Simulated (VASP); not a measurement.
Crystal: CdS.

```
Cd S
1.0
     0.00000    2.91650    2.91650
     2.91650    0.00000    2.91650
     2.91650    2.91650    0.00000
Cd S
1 1
Direct
  0.00000 0.00000 0.00000
  0.25000 0.25000 0.25000
```

| Property | Result |
| --- | --- |
| Program | VASP 6.6.1 |
| Task | relaxation of cell and atoms |
| Functional | PBE |
| Potentials or basis | VASP PAW PBE potentials, release 64 (Cd, S) |
| Cutoff | 520 eV |
| k mesh | 10 × 10 × 10 |
| Occupations | gaussian, width 0.02 eV |
| Spin | non-collinear spin, zero start, spin-orbit coupling |
| Starting moments | [[0.0, 0.0, 0.0], [0.0, 0.0, 0.0]] μB |

At the start: pressure 3.2 GPa; volume 24.81 Å³/atom.

Problem. How do energy, volume and symmetry change on relaxing?

Solution. Over 3 steps the energy falls by 12.6 meV/atom and the volume is 26.14 Å³/atom (+5.4 %); space group F-43m (No. 216, to 0.05 Å); moment 0.00 μB per cell.

The path:
```tsv
step	energy change (eV)	largest force (eV/Å)	pressure (GPa)	volume (Å³)
1	0.0000	0.0000	3.17	49.62
2	-0.0223	0.0000	-0.93	53.23
3	-0.0251	0.0000	0.01	52.28
```

Final structure:
```
CELL_PARAMETERS angstrom
0.00000 2.96772 2.96772
2.96772 0.00000 2.96772
2.96772 2.96772 0.00000
ATOMIC_POSITIONS crystal
Cd 0.00000 0.00000 0.00000
S 0.25000 0.25000 0.25000
```
